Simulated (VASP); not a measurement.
Method: PW91 GGA, VASP's PBE PAW potentials (set 64) (plane waves; VASP 6.6.1).

A VASP calculation is set up with these files.

File KPOINTS:
```
k-points along high-symmetry lines
15
Line-mode
Reciprocal
  0.000000   0.000000   0.000000 ! GAMMA
  0.500000   0.000000   0.500000 ! X

  0.500000   0.000000   0.500000 ! X
  0.625000   0.250000   0.625000 ! U

  0.375000   0.375000   0.750000 ! K
  0.000000   0.000000   0.000000 ! GAMMA

  0.000000   0.000000   0.000000 ! GAMMA
  0.500000   0.500000   0.500000 ! L

  0.500000   0.500000   0.500000 ! L
  0.500000   0.250000   0.750000 ! W

  0.500000   0.250000   0.750000 ! W
  0.500000   0.000000   0.500000 ! X
```

**INCAR**
```
ALGO = Normal
EDIFF = 1E-7
ENCUT = 520
GGA = 91
ICHARG = 11
ISMEAR = 0
LASPH = .TRUE.
LCHARG = .FALSE.
LMAXMIX = 4
LORBIT = 11
LREAL = .FALSE.
LWAVE = .FALSE.
NELM = 100
PREC = Accurate
SIGMA = 0.05
SYSTEM = Rh
```

File POSCAR:
```
Rh
2.712590
  0.0000000000   0.7071068039   0.7071068039
  0.7071068039   0.0000000000   0.7071068039
  0.7071068039   0.7071068039   0.0000000000
Rh
1
Direct
  0.0000000000   0.0000000000   0.0000000000
```

POTCAR, in this order: Rh_pv (PBE.64 set). Program: vasp_std. Read from the step before: CHGCAR.

What VASP printed:

### OUTCAR
```
 ion  position               nearest neighbor table
   1  0.000  0.000  0.000-
  LATTYP: Found a face centered cubic cell.
 ALAT       =     3.8361816904
 Subroutine PRICEL returns:
 Original cell was already a primitive cell.
 Subroutine GETGRP returns: Found 48 space group operations
The static configuration has the point symmetry O_h .
The dynamic configuration has the point symmetry O_h .
 Subroutine INISYM returns: Found 48 space group operations
   k-points           NKPTS =     90   k-points in BZ     NKDIM =     90   number of bands    NBANDS=     11
   number of dos      NEDOS =    301   number of ions     NIONS =      1
   total plane-waves  NPLWV =   8000
   dimension x,y,z NGX =    20 NGY =   20 NGZ =   20
   dimension x,y,z NGXF=    40 NGYF=   40 NGZF=   40
   ions per type =               1
   PREC   = accura    normal or accurate (medium, high low for compatibility)
   ISTART =      0    job   : 0-new  1-cont  2-samecut
   ICHARG =     11    charge: 1-file 2-atom 10-const
   ISPIN  =      1    spin polarized calculation?
   LNONCOLLINEAR =      F non collinear calculations
   LSORBIT =      F    spin-orbit coupling
   INIWAV =      1    electr: 0-lowe 1-rand  2-diag
   ENCUT  =  520.0 eV  38.22 Ry    6.18 a.u.   5.04  5.04  5.04*2*pi/ulx,y,z
   NELM   =    100;   NELMIN=  2; NELMDL= -5     # of ELM steps
...
```

**OSZICAR**
```
       N       E                     dE             d eps       ncg     rms          rms(c)
DAV:   1     0.115248754237E+03    0.11525E+03   -0.95336E+03  1996   0.146E+03
DAV:   2    -0.597660152525E+01   -0.12123E+03   -0.11623E+03  2049   0.386E+02
DAV:   3    -0.739829373038E+01   -0.14217E+01   -0.14163E+01  2268   0.474E+01
DAV:   4    -0.740660949592E+01   -0.83158E-02   -0.83128E-02  2296   0.369E+00
DAV:   5    -0.740675099509E+01   -0.14150E-03   -0.14150E-03  2247   0.423E-01
DAV:   6    -0.740675485949E+01   -0.38644E-05   -0.38631E-05  2461   0.608E-02
DAV:   7    -0.740675496648E+01   -0.10699E-06   -0.10820E-06  2020   0.815E-03
DAV:   8    -0.740675497027E+01   -0.37867E-08   -0.34278E-08  1558   0.135E-03
   1 F= -.74067550E+01 E0= -.74048138E+01  d E =-.388233E-02
```

### OUTCAR
```
 val. band max:       11.7479437733   @ k =   0.5000   0.3571   0.6429

 cond. band min:      11.7503365570   @ k =   0.3750   0.3750   0.7500



 k-point     1 :       0.0000    0.0000    0.0000
  band No.  band energies     occupation
      1     -34.8143      2.00000
      2     -34.8143      2.00000
      3     -34.8143      2.00000
      4       3.6873      2.00000
      5       8.4358      2.00000
      6       8.4358      2.00000
      7       8.4358      2.00000
      8      10.4360      2.00000
      9      10.4360      2.00000
     10      27.4662      0.00000
     11      31.8378      0.00000

 k-point     2 :       0.0357    0.0000    0.0357
  band No.  band energies     occupation
      1     -34.8228      2.00000
      2     -34.8175      2.00000
      3     -34.8175      2.00000
      4       3.7547      2.00000
      5       8.3917      2.00000
      6       8.4697      2.00000
      7       8.4697      2.00000
      8      10.3891      2.00000
      9      10.4525      2.00000
     10      27.5629      0.00000
     11      31.8359      0.00000

 k-point     3 :       0.0714    0.0000    0.0714
  band No.  band energies     occupation
      1     -34.8479      2.00000
      2     -34.8268      2.00000
      3     -34.8268      2.00000
      4       3.9540      2.00000
      5       8.2637      2.00000
      6       8.5708      2.00000
      7       8.5708      2.00000
      8      10.2541      2.00000
      9      10.5016      2.00000
     10      27.8469      0.00000
     11      31.8409      0.00000

 k-point     4 :       0.1071    0.0000    0.1071
  band No.  band energies     occupation
      1     -34.8880      2.00000
      2     -34.8417      2.00000
      3     -34.8417      2.00000
      4       4.2746      2.00000
      5       8.0638      2.00000
      6       8.7380      2.00000
      7       8.7380      2.00000
      8      10.0484      2.00000
      9      10.5816      2.00000
     10      28.2993      0.00000
...
```

The density is held fixed in this step, so its total energy and stress have no physical meaning.

The compound is Rh in the fcc structure. It was relaxed first.
